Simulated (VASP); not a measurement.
# CoSi: cell size against the level of theory

Which functional gives the lattice of CoSi as experiment finds it, and is a dearer one worth its cost? The levels: LDA, PBEsol, PBE, r2SCAN, PBE + D3(BJ), r2SCAN + rVV10, r2SCAN + D4 and BLYP + D3(BJ). The start is a cell from a database of measured crystal structures.

Program: VASP 6.6.1. Level of theory: LDA, spin-polarised from a ferromagnetic start; plane waves and PAW (Co, Si), in the first sound run; inputs show where later runs differ. Results are calculated unless marked as measured.

The experiments to compare with:

For CoSi, B20 cubic (arc-melted polycrystalline ingot, 300 K), “Experimental and computational approaches to study the high temperature thermoelectric properties of novel topological semimetal CoSi” (2021, arxiv:2111.02189) gives, by powder XRD, Rietveld refinement: lattice constant a (cubic a) 4.445 Å.

The database entry behind the starting cell differs from later determinations by our own check (0.1 to 0.3 % short, probably kX units), so it need not match the best structure at ambient conditions.

### 1. The structure

Before any relaxation, the start is as follows. Symmetry: P2_13, No. 198, cubic system. The conventional cell has a = 4.438 Å, b = 4.438 Å, c = 4.438 Å, α = 90.00°, β = 90.00°, γ = 90.00°. Nearest to Co lie 7 Si at 2.28 to 2.47 Å. Nearest to Si lie 7 Co at 2.28 to 2.47 Å. Farther neighbours are not listed.

Structure file:

```xyz
8
Lattice="4.4380 0.0000 0.0000 0.0000 4.4380 0.0000 0.0000 0.0000 4.4380" Properties=species:S:1:pos:R:3 pbc="T T T"
Co    0.6213    0.6213    0.6213
Co    1.5977    3.8167    2.8403
Co    2.8403    1.5977    3.8167
Co    3.8167    2.8403    1.5977
Si    3.7412    3.7412    3.7412
Si    2.9158    0.6968    1.5222
Si    1.5222    2.9158    0.6968
Si    0.6968    1.5222    2.9158
```

### 2. Relaxation with LDA

Properties are meant for the cell that this level of theory prefers, so cell and atoms are relaxed first (ISIF = 3) until forces and stress are small; EDIFFG sets the threshold. LDA, the lowest rung, knows the local density alone.

File INCAR:

```
SYSTEM = CoSi
PREC = Accurate
ENCUT = 520
EDIFF = 1E-06
NELM = 100
ISMEAR = -1
SIGMA = 0.05
LREAL = .FALSE.
ALGO = Normal
GGA = CA
NBANDS = 43
ISPIN = 2
MAGMOM = 2 2 2 2 0 0 0 0
LASPH = .TRUE.
LMAXMIX = 4
LORBIT = 11
LWAVE = .FALSE.
LCHARG = .FALSE.
KPAR = 8
IBRION = 2
NSW = 60
ISIF = 3
EDIFFG = -0.01
```

File POSCAR:

```
CoSi
1.0
    4.4380000000      0.0000000000      0.0000000000
    0.0000000000      4.4380000000      0.0000000000
    0.0000000000      0.0000000000      4.4380000000
Co Si
4 4
Direct
    0.1400000000      0.1400000000      0.1400000000
    0.3600000000      0.8600000000      0.6400000000
    0.6400000000      0.3600000000      0.8600000000
    0.8600000000      0.6400000000      0.3600000000
    0.8430000000      0.8430000000      0.8430000000
    0.6570000000      0.1570000000      0.3430000000
    0.3430000000      0.6570000000      0.1570000000
    0.1570000000      0.3430000000      0.6570000000
```

File KPOINTS:

```
Automatic mesh
0
Gamma
6 6 6
0 0 0
```

PAW data sets: Co and Si (PBE family, release 64).

Command:

```console
mpirun -np 8 vasp_std
```

The log of the run:

```text
[banner, memory and clock lines left out]
running    8 mpi-ranks, on    1 nodes
 distrk:  each k-point on    1 cores,    8 groups
 distr:  one band on    1 cores,    1 groups

 POSCAR found type information on POSCAR CoSi
 POSCAR found :  2 types and       8 ions
|                                                                             |
|           W    W    AA    RRRRR   N    N  II  N    N   GGGG   !!!           |
|           W    W   A  A   R    R  NN   N  II  NN   N  G    G  !!!           |
|           W    W  A    A  R    R  N N  N  II  N N  N  G       !!!           |
|           W WW W  AAAAAA  RRRRR   N  N N  II  N  N N  G  GGG   !            |
|           WW  WW  A    A  R   R   N   NN  II  N   NN  G    G                |
|           W    W  A    A  R    R  N    N  II  N    N   GGGG   !!!           |
|                                                                             |
|     For optimal performance we recommend to set                             |
|       NCORE = 2 up to number-of-cores-per-socket                            |
|     NCORE specifies how many cores store one orbital (NPAR=cpu/NCORE).      |
|     This setting can greatly improve the performance of VASP for DFT.       |
|     The default, NCORE=1 might be grossly inefficient on modern             |
|     multi-core architectures or massively parallel machines. Do your        |
|     Unfortunately you need to use the default for GW and RPA                |
|     calculations (for HF NCORE is supported but not extensively tested      |
|     yet).                                                                   |
|                                                                             |

|                                                                             |
|               ----> ADVICE to this user running VASP <----                  |
|                                                                             |
|     You enforced a specific xc type in the INCAR file but a different       |
|     [... a line on the potential file left out ...]
|     I HOPE YOU KNOW WHAT YOU ARE DOING!                                     |
|                                                                             |

 LDA part: xc-table for (Slater(with rela. corr.)+CA(PZ))
 , standard interpolation
 POSCAR, INCAR and KPOINTS ok, starting setup
 FFT: planning ... GRIDC
 FFT: planning ... GRID_SOFT
 FFT: planning ... GRID
 WAVECAR not read
 entering main loop
       N       E                     dE             d eps       ncg     rms          rms(c)
DAV:   1     0.347730093327E+03    0.34773E+03   -0.21064E+04  4128   0.137E+03
DAV:   2    -0.361871698945E+02   -0.38392E+03   -0.35687E+03  4128   0.318E+02
DAV:   3    -0.663525177228E+02   -0.30165E+02   -0.28106E+02  4673   0.104E+02
DAV:   4    -0.673286623228E+02   -0.97614E+00   -0.96772E+00  5023   0.176E+01
DAV:   5    -0.673620667247E+02   -0.33404E-01   -0.33382E-01  5231   0.302E+00    0.309E+01
DAV:   6    -0.756868516847E+02   -0.83248E+01   -0.70483E+01  4985   0.119E+02    0.300E+01
DAV:   7    -0.622322636151E+02    0.13455E+02   -0.38326E+01  4763   0.878E+01    0.667E+00
DAV:   8    -0.623508036911E+02   -0.11854E+00   -0.27827E+00  4772   0.783E+00    0.274E+00
DAV:   9    -0.622862364087E+02    0.64567E-01   -0.15298E-01  5652   0.448E+00    0.127E+00
DAV:  10    -0.622838156163E+02    0.24208E-02   -0.13108E-02  5422   0.749E-01    0.538E-01
DAV:  11    -0.622803479917E+02    0.34676E-02   -0.16202E-03  4979   0.283E-01    0.226E-01
DAV:  12    -0.622802964912E+02    0.51500E-04   -0.43134E-04  5437   0.194E-01    0.108E-01
DAV:  13    -0.622802960618E+02    0.42937E-06   -0.41805E-05  5948   0.604E-02    0.465E-02
DAV:  14    -0.622802953481E+02    0.71378E-06   -0.56086E-06  4669   0.230E-02
   1 F= -.62280295E+02 E0= -.62272999E+02  d E =-.622803E+02  mag=    -0.0012
 curvature:   0.00 expect dE= 0.000E+00 dE for cont linesearch  0.000E+00
 trial: gam= 0.00000 g(F)=  0.879E-02 g(S)=  0.675E+00 ort = 0.000E+00 (trialstep = 0.100E+01)
 search vector abs. value=  0.684E+00
 bond charge predicted
       N       E                     dE             d eps       ncg     rms          rms(c)
DAV:   1    -0.693872767776E+02   -0.71070E+01   -0.75552E+01  4676   0.974E+01    0.262E+01
DAV:   2    -0.718602806038E+02   -0.24730E+01   -0.52647E+01  4950   0.112E+02    0.215E+01
DAV:   3    -0.624264712532E+02    0.94338E+01   -0.26834E+01  4713   0.784E+01    0.521E+00
DAV:   4    -0.622843610042E+02    0.14211E+00   -0.18195E+00  4907   0.703E+00    0.297E+00
DAV:   5    -0.621774400214E+02    0.10692E+00   -0.95248E-02  6208   0.408E+00    0.123E+00
DAV:   6    -0.621621486242E+02    0.15291E-01   -0.21645E-02  4373   0.862E-01    0.238E-01
DAV:   7    -0.621621159802E+02    0.32644E-04   -0.17130E-03  5124   0.277E-01    0.142E-01
DAV:   8    -0.621619919376E+02    0.12404E-03   -0.33021E-04  4836   0.673E-02    0.545E-02
DAV:   9    -0.621619919549E+02   -0.17322E-07   -0.88155E-05  6124   0.110E-01    0.381E-02
DAV:  10    -0.621619834011E+02    0.85539E-05   -0.13865E-05  5980   0.408E-02    0.164E-02
DAV:  11    -0.621619819556E+02    0.14455E-05   -0.35301E-06  4891   0.190E-02    0.277E-03
DAV:  12    -0.621619819657E+02   -0.10079E-07   -0.75788E-07  2316   0.585E-03
   2 F= -.62161982E+02 E0= -.62156210E+02  d E =0.118313E+00  mag=     0.0000
[... from here on, the cycles between the ionic steps are left out ...]
   3 F= -.62437440E+02 E0= -.62430849E+02  d E =-.157145E+00  mag=    -0.0000
   4 F= -.62437478E+02 E0= -.62430901E+02  d E =-.157183E+00  mag=     0.0000
   5 F= -.62453357E+02 E0= -.62446882E+02  d E =-.158789E-01  mag=    -0.0000
   6 F= -.62463494E+02 E0= -.62457202E+02  d E =-.260151E-01  mag=    -0.0000
   7 F= -.62463516E+02 E0= -.62457217E+02  d E =-.260377E-01  mag=    -0.0000
   8 F= -.62463838E+02 E0= -.62457524E+02  d E =-.321627E-03  mag=    -0.0000
   9 F= -.62464023E+02 E0= -.62457714E+02  d E =-.506402E-03  mag=     0.0000
 curvature:  -0.38 expect dE=-0.136E-03 dE for cont linesearch -0.632E-06
 trial: gam= 0.23192 g(F)=  0.156E-03 g(S)=  0.202E-03 ort = 0.475E-04 (trialstep = 0.109E+01)
 search vector abs. value=  0.453E-03
 bond charge predicted
       N       E                     dE             d eps       ncg     rms          rms(c)
DAV:   1    -0.624653125167E+02   -0.12896E-02   -0.15491E-02  5248   0.127E+00    0.309E-01
DAV:   2    -0.624662053947E+02   -0.89288E-03   -0.10954E-02  4860   0.157E+00    0.326E-01
DAV:   3    -0.624642322566E+02    0.19731E-02   -0.40068E-03  4797   0.101E+00    0.568E-02
DAV:   4    -0.624641986902E+02    0.33566E-04   -0.19765E-04  4526   0.790E-02    0.172E-02
DAV:   5    -0.624641942929E+02    0.43973E-05   -0.87808E-06  6210   0.320E-02    0.647E-03
DAV:   6    -0.624641940044E+02    0.28849E-06   -0.11139E-06  2466   0.834E-03
  10 F= -.62464194E+02 E0= -.62457920E+02  d E =-.171391E-03  mag=    -0.0000
 trial-energy change:   -0.000171  1 .order   -0.000136   -0.000404    0.000133
 step:   0.8900(harm=  0.8236)  dis= 0.00108  next Energy=   -62.464206 (dE=-0.184E-03)
 reached required accuracy - stopping structural energy minimisation
```

Elapsed: 2.2 min, on 8 MPI ranks of Intel Xeon Platinum 8488C (Sapphire Rapids), shared host; peak memory 2.7 GiB.

Lines that name or quote the potential files are left out of all logs, and their timing lines are given in words.

From OUTCAR (step 2):

```text
ion  position               nearest neighbor table
   1  0.140  0.140  0.140-   5 2.28   6 2.33   7 2.33   8 2.33   7 2.47   8 2.47   6 2.47   2 2.72
                             4 2.72   2 2.72   4 2.72   3 2.72   3 2.72
   2  0.360  0.860  0.640-   6 2.28   5 2.33   7 2.33   8 2.33   7 2.47   8 2.47   5 2.47   1 2.72
                             3 2.72   1 2.72   3 2.72   4 2.72   4 2.72
   3  0.640  0.360  0.860-   7 2.28   6 2.33   5 2.33   8 2.33   8 2.47   6 2.47   5 2.47   4 2.72
                             2 2.72   2 2.72   4 2.72   1 2.72   1 2.72
   4  0.860  0.640  0.360-   8 2.28   6 2.33   7 2.33   5 2.33   6 2.47   5 2.47   7 2.47   3 2.72
                             1 2.72   1 2.72   3 2.72   2 2.72   2 2.72
   5  0.843  0.843  0.843-   1 2.28   2 2.33   3 2.33   4 2.33   3 2.47   4 2.47   2 2.47   6 2.75
                             7 2.75   8 2.75   6 2.75   8 2.75   7 2.75
   6  0.657  0.157  0.343-   2 2.28   1 2.33   3 2.33   4 2.33   3 2.47   4 2.47   1 2.47   8 2.75
                             5 2.75   5 2.75   7 2.75   7 2.75   8 2.75
   7  0.343  0.657  0.157-   3 2.28   2 2.33   1 2.33   4 2.33   4 2.47   2 2.47   1 2.47   8 2.75
                             5 2.75   8 2.75   6 2.75   6 2.75   5 2.75
   8  0.157  0.343  0.657-   4 2.28   2 2.33   3 2.33   1 2.33   2 2.47   1 2.47   3 2.47   7 2.75
                             5 2.75   7 2.75   5 2.75   6 2.75   6 2.75

  LATTYP: Found a simple cubic cell.
 ALAT       =     4.4380000000

 Subroutine GETGRP returns: Found 12 space group operations
 (whereof  3 operations were pure point group operations)

The static configuration has the point symmetry C_3 .
 The point group associated with its full space group is T   .

 Found     24 irreducible k-points:

   k-points           NKPTS =     24   k-points in BZ     NKDIM =     24   number of bands    NBANDS=     43

   dimension x,y,z NGX =    36 NGY =   36 NGZ =   36
   dimension x,y,z NGXF=    72 NGYF=   72 NGZF=   72

   ENCUT  =  520.0 eV  38.22 Ry    6.18 a.u.   8.25  8.25  8.25*2*pi/ulx,y,z

   NELECT =      52.0000    total number of electrons

 k-points in reciprocal lattice and weights: Automatic mesh
   0.00000000  0.00000000  0.00000000       0.005
   0.16666667  0.00000000  0.00000000       0.028
   0.33333333  0.00000000  0.00000000       0.028
   0.50000000  0.00000000  0.00000000       0.014
   0.16666667  0.16666667  0.00000000       0.056
   0.33333333  0.16666667  0.00000000       0.056
  -0.16666667  0.33333333  0.00000000       0.056
   0.50000000  0.16666667  0.00000000       0.028
  -0.16666667  0.50000000  0.00000000       0.028
[...]
0.50000000  0.50000000  0.33333333       0.028
   0.50000000  0.50000000  0.50000000       0.005

 average (electrostatic) potential at core
       1 -75.2709       2 -75.2709       3 -75.2709       4 -75.2709       5 -76.4614
       6 -76.4614       7 -76.4614       8 -76.4614

 E-fermi :  12.6140

 spin component 1
 k-point     1 :       0.0000    0.0000    0.0000
  band No.  band energies     occupation
    ...
     23      11.7452      1.00000
     24      11.7452      1.00000
     25      12.5798      0.66441
     26      12.5798      0.66441
     27      12.5798      0.66441
     28      15.3107      0.00000
     29      15.3107      0.00000
     30      15.3107      0.00000
     31      15.6599      0.00000
     32      15.6599      0.00000
    ...

 k-point     2 :       0.1667    0.0000    0.0000
  band No.  band energies     occupation
    ...
     22      11.6906      1.00000
     23      11.7559      1.00000
     24      11.8360      1.00000
     25      12.3311      0.99652
     26      12.4900      0.92265
     27      13.0582      0.00014
     28      14.6527      0.00000
     29      14.7428      0.00000
     30      14.9944      0.00000
     31      15.2196      0.00000
    ...

 k-point     3 :       0.3333    0.0000    0.0000
  band No.  band energies     occupation
    ...
     22      11.5687      1.00000
     23      11.8050      1.00000
     24      11.8703      1.00000
     25      12.1822      0.99982
     26      12.2546      0.99925
     27      13.5084      0.00000
     28      14.0924      0.00000
     29      14.3030      0.00000
     30      14.4492      0.00000
     31      15.7166      0.00000
    ...

 k-point     4 :       0.5000    0.0000    0.0000
  band No.  band energies     occupation
    ...
     22      11.4623      1.00000
     23      11.8902      1.00000
     24      11.8902      1.00000
     25      12.0613      0.99998
     26      12.0613      0.99998
     27      13.6593      0.00000
     28      13.6593      0.00000
     29      14.2387      0.00000
     30      14.2387      0.00000
     31      17.0654      0.00000
    ...

 k-point     5 :       0.1667    0.1667    0.0000
  band No.  band energies     occupation
    ...
     22      11.5658      1.00000
     23      11.7156      1.00000
     24      11.8650      1.00000
     25      12.2323      0.99952
     26      12.5114      0.88614
     27      13.1547      0.00002
     28      14.4907      0.00000
     29      14.5809      0.00000
     30      14.9932      0.00000
     31      15.2840      0.00000
    ...

 k-point     6 :       0.3333    0.1667    0.0000
  band No.  band energies     occupation
    ...
     22      11.4322      1.00000
     23      11.6990      1.00000
     24      11.8745      1.00000
     25      12.0420      0.99999
     26      12.2995      0.99815
     27      13.5353      0.00000
     28      14.3056      0.00000
     29      14.4114      0.00000
     30      14.9241      0.00000
     31      15.4525      0.00000
    ...

  Total        0.0745165      0.0745165      0.0745165     -0.0000000     -0.0000000      0.0000000
  in kB        1.4403048      1.4403048      1.4403048     -0.0000000     -0.0000000      0.0000000
  external PRESSURE =       1.4403048 kB  Pullay stress =       0.0000000 kB

  energy-cutoff  :      520.00
  volume of cell :       82.89
      direct lattice vectors                 reciprocal lattice vectors
     4.360165181 -0.000000000 -0.000000000     0.229349109 -0.000000000  0.000000000
     0.000000000  4.360165181 -0.000000000     0.000000000  0.229349109 -0.000000000
     0.000000000  0.000000000  4.360165181     0.000000000  0.000000000  0.229349109

 POSITION                                       TOTAL-FORCE (eV/Angst)
 -----------------------------------------------------------------------------------
      0.63525      0.63525      0.63525         0.000890      0.000890      0.000890
      1.54483      3.72491      2.81533        -0.000890     -0.000890      0.000890
      2.81533      1.54483      3.72491         0.000890     -0.000890     -0.000890
      3.72491      2.81533      1.54483        -0.000890      0.000890     -0.000890
      3.67607      3.67607      3.67607        -0.002018     -0.002018     -0.002018
      2.86417      0.68409      1.49599         0.002018      0.002018     -0.002018
      1.49599      2.86417      0.68409        -0.002018      0.002018      0.002018
      0.68409      1.49599      2.86417         0.002018     -0.002018      0.002018
 -----------------------------------------------------------------------------------
    total drift:                                0.000000      0.000000      0.000000

  FREE ENERGIE OF THE ION-ELECTRON SYSTEM (eV)
  ---------------------------------------------------
  free  energy   TOTEN  =       -62.4641940044 eV

  energy  without entropy=      -62.4516463332  energy(sigma->0) =      -62.45792017

 reached required accuracy - stopping structural energy minimisation

 total charge
# of ion       s       p       d       tot
------------------------------------------
    1        0.457   0.666   7.638   8.762
    2        0.457   0.666   7.638   8.762
    3        0.457   0.666   7.638   8.762
    4        0.457   0.666   7.638   8.762
    5        0.725   0.915   0.000   1.640
    6        0.725   0.915   0.000   1.640
    7        0.725   0.915   0.000   1.640
    8        0.725   0.915   0.000   1.640
--------------------------------------------------
tot          4.729   6.324  30.553  41.606

 magnetization (x)
# of ion       s       p       d       tot
------------------------------------------
    1       -0.000  -0.000   0.000  -0.000
    2       -0.000  -0.000   0.000  -0.000
    3       -0.000  -0.000   0.000  -0.000
    4       -0.000  -0.000   0.000  -0.000
    5        0.000  -0.000   0.000   0.000
    6        0.000  -0.000   0.000   0.000
    7        0.000  -0.000   0.000   0.000
    8        0.000  -0.000   0.000   0.000
--------------------------------------------------
tot         -0.000  -0.000   0.000  -0.000

[... 1 further part left out ...]
```

The moments of the start collapse, so the state is non-magnetic; other starts or orders were not tried. The PAW data sets were made with PBE, though LDA sets exist; this is a small mismatch. The run keeps the 12 symmetry operations of its start, so it cannot find a distortion of lower symmetry.

Step by step:

```tsv
step	energy less that of the first step (eV)	largest force (eV/Å)	pressure (GPa)	volume (Å³)
1	0.0000	0.1770	-11.20	87.41
2	0.1183	0.5439	18.72	78.10
3	-0.1571	0.3320	0.00	83.23
4	-0.1572	0.3351	0.24	83.15
5	-0.1731	0.2135	0.20	83.03
6	-0.1832	0.0676	0.33	82.82
7	-0.1832	0.0663	0.31	82.83
8	-0.1835	0.0071	-0.56	83.11
9	-0.1837	0.0284	-0.20	83.00
10	-0.1839	0.0035	0.14	82.89
```

```tsv
conventional cell, symmetrised	before	after	change
a (Å)	4.438	4.360	-1.8 %
b (Å)	4.438	4.360	-1.8 %
c (Å)	4.438	4.360	-1.8 %
volume (Å³/atom)	10.93	10.36	-5.2 %
```

The atoms that moved most (Å, as changes of fractional coordinates times the final cell):

```tsv
atom	dx	dy	dz	length
Co1	0.025	0.025	0.025	0.043
Co3	0.025	-0.025	-0.025	0.043
Co4	-0.025	0.025	-0.025	0.043
Co2	-0.025	-0.025	0.025	0.043
```

Final coordinates:

```
Co Si
1.0
     4.36017    0.00000    0.00000
     0.00000    4.36017    0.00000
     0.00000    0.00000    4.36017
Co Si
4 4
Cartesian
  0.6353 0.6353 0.6353
  1.5448 3.7249 2.8153
  2.8153 1.5448 3.7249
  3.7249 2.8153 1.5448
  3.6761 3.6761 3.6761
  2.8642 0.6841 1.4960
  1.4960 2.8642 0.6841
  0.6841 1.4960 2.8642
```

Numbers from this step:

```yaml
electrons: 52
bands: 43
irreducible_k_points: 24
symmetry_operations: 12
free_energy_toten: -62.4642 eV
energy_at_zero_smearing: -62.4579 eV
fermi_energy: 12.61 eV
pressure: 0.1440 GPa
metallic: yes
scf_cycles_over_all_ionic_steps: 80
```

The spin moment in the PAW sphere vanishes on all atoms.

It ends with a largest force of 0.003 eV/Å and a pressure of 0.14 GPa. The volume lies -5.2 % from that of the database's start, which holds the thermal and zero-point expansion of its experiment. LDA is known to overbind. The conventional cell has a = 4.360 Å.

[end of part 1 of 4]

[Lines on the potential files, build, host, timing and source positions are cut from VASP's logs without a mark.]

[Logs are printed without paths, hosts, clocks, repeated set-up lines and the standing remarks that a program may print on its own settings, such as how far it seeks lower states.]

[Hosts, paths, dates, database ids (printed as entryN), source tags and the programs' standing remarks are cut or masked in the printed files.]

[A measured line is paired with the nearest computed mode of its activity, which favours agreement.]
